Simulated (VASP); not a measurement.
Input:

```
PbO2
1.0
    5.02480     0.00000     0.00000
    0.00000     5.02480     0.00000
    0.00000     0.00000     3.45012
Pb O
2 4
Direct
  0.00000   0.00000   0.00000
  0.50000   0.50000   0.50000
  0.30738   0.30738   0.00000
  0.80738   0.19262   0.50000
  0.19262   0.80738   0.50000
  0.69262   0.69262   0.00000
```

Method: rev-vdW-DF2, VASP's PBE PAW potentials (set 64) (plane waves; VASP 6.6.1). Run with 520 eV cut-off, 5×5×7 Γ-centred mesh, tetrahedra with Blöchl corrections, potentials Pb_d O.

The cores are frozen, which limits the accuracy of field gradients.

Task: Give the principal components of the electric field gradient (V/Å²) and the asymmetry η at each nucleus.

Result: 
```tsv
atom	Vxx	Vyy	Vzz	η
Pb1	-103.6	-24.4	128.0	0.62
Pb2	-103.6	-24.4	128.0	0.62
O3	78.3	53.9	-132.2	0.18
O4	78.3	53.9	-132.2	0.18
O5	78.3	53.9	-132.2	0.18
O6	78.3	53.9	-132.2	0.18
```

The compound is PbO2 in the rutile structure. It was relaxed first.
